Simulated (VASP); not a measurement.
Computed with MS2 meta-GGA, VASP's PBE PAW potentials (set 64) (plane waves; VASP).

VASP ran on this input.

File KPOINTS:
```
Automatic
0
Gamma
7 7 7
0 0 0
```

**POSCAR**
```
KCl
1
    0.0000000000     3.1450000000     3.1450000000
    3.1450000000     0.0000000000     3.1450000000
    3.1450000000     3.1450000000     0.0000000000
K Cl
1 1
Direct
  0.0000000000   0.0000000000   0.0000000000
  0.5000000000   0.5000000000   0.5000000000
```

### INCAR
```
ALGO  =  Normal
EDIFF  =  1E-6
EDIFFG  =  -0.01
ENCUT  =  520
IBRION  =  2
ISIF  =  3
ISMEAR  =  0
LASPH  =  .TRUE.
LCHARG  =  .FALSE.
LMIXTAU  =  .TRUE.
LREAL  =  .FALSE.
LWAVE  =  .FALSE.
METAGGA  =  MS2
NELM  =  100
NSW  =  60
PREC  =  Accurate
SIGMA  =  0.05
SYSTEM  =  KCl
```

POTCAR, in this order: K_sv Cl (PBE.64 set). Program: vasp_std.

Output of the run:

**OUTCAR**
```
 ion  position               nearest neighbor table
   1  0.000  0.000  0.000-   2 3.15   2 3.15   2 3.15   2 3.15   2 3.15   2 3.15
   2  0.500  0.500  0.500-   1 3.15   1 3.15   1 3.15   1 3.15   1 3.15   1 3.15
  LATTYP: Found a face centered cubic cell.
 ALAT       =     6.2900000000
 Subroutine PRICEL returns:
 Original cell was already a primitive cell.
 Subroutine GETGRP returns: Found 48 space group operations
The static configuration has the point symmetry O_h .
The dynamic configuration has the point symmetry O_h .
 Subroutine INISYM returns: Found 48 space group operations
 Subroutine IBZKPT returns following result:
 Found     20 irreducible k-points:

 Following reciprocal coordinates:
            Coordinates               Weight
  0.000000  0.000000  0.000000      1.000000
  0.142857  0.000000  0.000000      8.000000
  0.285714  0.000000  0.000000      8.000000
  0.428571  0.000000  0.000000      8.000000
  0.142857  0.142857  0.000000      6.000000
  0.285714  0.142857  0.000000     24.000000
  0.428571  0.142857  0.000000     24.000000
 -0.428571  0.142857  0.000000     24.000000
 -0.285714  0.142857  0.000000     24.000000
 -0.142857  0.142857  0.000000     12.000000
  0.285714  0.285714  0.000000      6.000000
  0.428571  0.285714  0.000000     24.000000
 -0.428571  0.285714  0.000000     24.000000
 -0.285714  0.285714  0.000000     12.000000
  0.428571  0.428571  0.000000      6.000000
 -0.428571  0.428571  0.000000     12.000000
  0.428571  0.285714  0.142857     24.000000
 -0.428571  0.285714  0.142857     48.000000
 -0.428571  0.428571  0.142857     24.000000
 -0.285714  0.428571  0.142857     24.000000
   k-points           NKPTS =     20   k-points in BZ     NKDIM =     20   number of bands    NBANDS=     12
   number of dos      NEDOS =    301   number of ions     NIONS =      2
   total plane-waves  NPLWV =  46656
   dimension x,y,z NGX =    36 NGY =   36 NGZ =   36
...
```

**OSZICAR**
```
       N       E                     dE             d eps       ncg     rms          rms(c)
DAV:   1     0.805609860442E+02    0.80561E+02   -0.69122E+03   488   0.113E+03
DAV:   2    -0.186924925388E+02   -0.99253E+02   -0.91577E+02   628   0.275E+02
DAV:   3    -0.245680502144E+02   -0.58756E+01   -0.58198E+01   656   0.601E+01
DAV:   4    -0.248403238415E+02   -0.27227E+00   -0.26960E+00   704   0.118E+01
DAV:   5    -0.248463099605E+02   -0.59861E-02   -0.59824E-02   636   0.170E+00    0.535E+00
DAV:   6    -0.165574672698E+02    0.82888E+01   -0.13999E+01   572   0.294E+01    0.318E+00
DAV:   7    -0.173265429618E+02   -0.76908E+00   -0.16991E+00   516   0.165E+01    0.228E+00
DAV:   8    -0.170283832337E+02    0.29816E+00   -0.85397E-01   740   0.119E+01    0.215E+00
DAV:   9    -0.171890561566E+02   -0.16067E+00   -0.68830E-01   712   0.866E+00    0.134E+00
DAV:  10    -0.173009608608E+02   -0.11190E+00   -0.23296E-01   676   0.570E+00    0.761E-01
DAV:  11    -0.172328339991E+02    0.68127E-01   -0.16048E-01   496   0.602E+00    0.379E-01
DAV:  12    -0.172267793955E+02    0.60546E-02   -0.32156E-02   640   0.174E+00    0.373E-01
DAV:  13    -0.172280535857E+02   -0.12742E-02   -0.39860E-03   752   0.561E-01    0.529E-01
DAV:  14    -0.172328458502E+02   -0.47923E-02   -0.21752E-02   488   0.164E+00    0.270E-01
DAV:  15    -0.172272742477E+02    0.55716E-02   -0.18052E-02   524   0.174E+00    0.127E-01
DAV:  16    -0.172274927868E+02   -0.21854E-03   -0.69472E-04   680   0.285E-01    0.998E-02
DAV:  17    -0.172273749957E+02    0.11779E-03   -0.23407E-04   748   0.160E-01    0.631E-02
DAV:  18    -0.172273651118E+02    0.98839E-05   -0.19471E-05   604   0.581E-02    0.465E-02
DAV:  19    -0.172273699213E+02   -0.48095E-05   -0.36435E-05   524   0.707E-02    0.365E-02
DAV:  20    -0.172273695920E+02    0.32930E-06   -0.11495E-05   556   0.403E-02    0.517E-03
DAV:  21    -0.172273722820E+02   -0.26901E-05   -0.10935E-06   452   0.136E-02    0.360E-03
DAV:  22    -0.172273720775E+02    0.20451E-06   -0.27723E-07   408   0.698E-03
   1 F= -.17227372E+02 E0= -.17227372E+02  d E =-.172274E+02
       N       E                     dE             d eps       ncg     rms          rms(c)
DAV:   1    -0.172292208007E+02   -0.18485E-02   -0.41902E-02   496   0.236E+00    0.279E-01
DAV:   2    -0.172277110126E+02    0.15098E-02   -0.35260E-03   644   0.575E-01    0.944E-02
DAV:   3    -0.172275069133E+02    0.20410E-03   -0.77113E-04   512   0.289E-01    0.525E-02
DAV:   4    -0.172273955605E+02    0.11135E-03   -0.56373E-04   480   0.321E-01    0.599E-02
DAV:   5    -0.172275317404E+02   -0.13618E-03   -0.25603E-04   480   0.185E-01    0.246E-02
DAV:   6    -0.172275354062E+02   -0.36658E-05   -0.50813E-05   656   0.877E-02    0.465E-03
DAV:   7    -0.172275371178E+02   -0.17116E-05   -0.77820E-06   700   0.364E-02    0.328E-03
DAV:   8    -0.172275352296E+02    0.18882E-05   -0.73509E-07   396   0.123E-02    0.134E-03
DAV:   9    -0.172275365487E+02   -0.13191E-05   -0.48697E-07   368   0.993E-03    0.786E-04
DAV:  10    -0.172275358114E+02    0.73737E-06   -0.94675E-08   352   0.361E-03
   2 F= -.17227536E+02 E0= -.17227536E+02  d E =-.163734E-03
       N       E                     dE             d eps       ncg     rms          rms(c)
DAV:   1    -0.172284758037E+02   -0.93925E-03   -0.22510E-02   492   0.173E+00    0.203E-01
DAV:   2    -0.172276811633E+02    0.79464E-03   -0.18963E-03   640   0.421E-01    0.692E-02
DAV:   3    -0.172275681377E+02    0.11303E-03   -0.41244E-04   488   0.215E-01    0.393E-02
DAV:   4    -0.172275056859E+02    0.62452E-04   -0.30772E-04   480   0.236E-01    0.438E-02
DAV:   5    -0.172275793287E+02   -0.73643E-04   -0.15038E-04   480   0.141E-01    0.176E-02
DAV:   6    -0.172275824421E+02   -0.31134E-05   -0.30491E-05   624   0.691E-02    0.312E-03
DAV:   7    -0.172275837733E+02   -0.13313E-05   -0.41911E-06   544   0.274E-02    0.254E-03
DAV:   8    -0.172275818320E+02    0.19413E-05   -0.74862E-07   380   0.125E-02    0.139E-03
DAV:   9    -0.172275830042E+02   -0.11721E-05   -0.28514E-07   368   0.737E-03    0.346E-04
DAV:  10    -0.172275825169E+02    0.48731E-06   -0.66059E-08   300   0.251E-03
   3 F= -.17227583E+02 E0= -.17227583E+02  d E =-.210439E-03
```

File OUTCAR:
```
------------------------ aborting loop because EDIFF is reached ----------------------------------------
  FORCE on cell =-STRESS in cart. coord.  units (eV):
  Direction    XX          YY          ZZ          XY          YZ          ZX
  --------------------------------------------------------------------------------------
  Total        0.0059942      0.0059942      0.0059942      0.0000000      0.0000000      0.0000000
  in kB        0.1533251      0.1533251      0.1533251      0.0000000      0.0000000      0.0000000
  external PRESSURE =       0.1533251 kB  Pullay stress =       0.0000000 kB
  volume of cell :       62.64
      direct lattice vectors                 reciprocal lattice vectors
     0.000000000  3.152097158  3.152097158    -0.158624552  0.158624552  0.158624552
     3.152097158  0.000000000  3.152097158     0.158624552 -0.158624552  0.158624552
     3.152097158  3.152097158 -0.000000000     0.158624552  0.158624552 -0.158624552
  FREE ENERGIE OF THE ION-ELECTRON SYSTEM (eV)
  ---------------------------------------------------
  free  energy   TOTEN  =       -17.2275825169 eV

  energy  without entropy=      -17.2275825169  energy(sigma->0) =      -17.22758252

 reached required accuracy - stopping structural energy minimisation
```
(Selected blocks of OUTCAR.)

CONTCAR:
```
KCl
   1.00000000000000
     0.0000000000000000    3.1520971582069510    3.1520971582069510
     3.1520971582069510    0.0000000000000000    3.1520971582069510
     3.1520971582069510    3.1520971582069510   -0.0000000000000000
  K               Cl
     1     1
Direct
     0.0000000000000000    0.0000000000000000    0.0000000000000000
     0.5000000000000000    0.5000000000000000    0.5000000000000000
```

**OUTCAR**
```
 val. band max:       -2.1992605005   @ k =   0.0000   0.0000   0.0000

 cond. band min:       3.6107423091   @ k =   0.0000   0.0000   0.0000


 Fermi energy:        -1.8904987081

 k-point     1 :       0.0000    0.0000    0.0000
  band No.  band energies     occupation
      1     -30.7090      2.00000
      2     -15.0959      2.00000
      3     -13.0681      2.00000
      4     -13.0681      2.00000
      5     -13.0681      2.00000
      6      -2.1993      2.00000
      7      -2.1993      2.00000
      8      -2.1993      2.00000
      9       3.6107      0.00000
     10       6.8936      0.00000
     11       6.8936      0.00000
     12       6.8936      0.00000

 k-point     2 :       0.1429    0.0000    0.0000
  band No.  band energies     occupation
      1     -30.7073      2.00000
      2     -15.1192      2.00000
      3     -13.0696      2.00000
      4     -13.0696      2.00000
      5     -13.0352      2.00000
      6      -2.4241      2.00000
      7      -2.2599      2.00000
      8      -2.2599      2.00000
      9       4.0779      0.00000
     10       6.6871      0.00000
     11       7.1582      0.00000
     12       7.1583      0.00000

 k-point     3 :       0.2857    0.0000    0.0000
  band No.  band energies     occupation
      1     -30.7034      2.00000
      2     -15.1689      2.00000
      3     -13.0730      2.00000
      4     -13.0730      2.00000
      5     -12.9633      2.00000
      6      -2.8599      2.00000
      7      -2.3907      2.00000
      8      -2.3907      2.00000
      9       5.1005      0.00000
     10       6.5655      0.00000
     11       7.9020      0.00000
     12       7.9020      0.00000

 k-point     4 :       0.4286    0.0000    0.0000
  band No.  band energies     occupation
      1     -30.7003      2.00000
      2     -15.2067      2.00000
      3     -13.0757      2.00000
      4     -13.0756      2.00000
      5     -12.9074      2.00000
      6      -3.1624      2.00000
...
```

The compound is KCl in the rock salt structure. This run relaxes it. Symmetry was kept, so distortions that lower it aren't found.
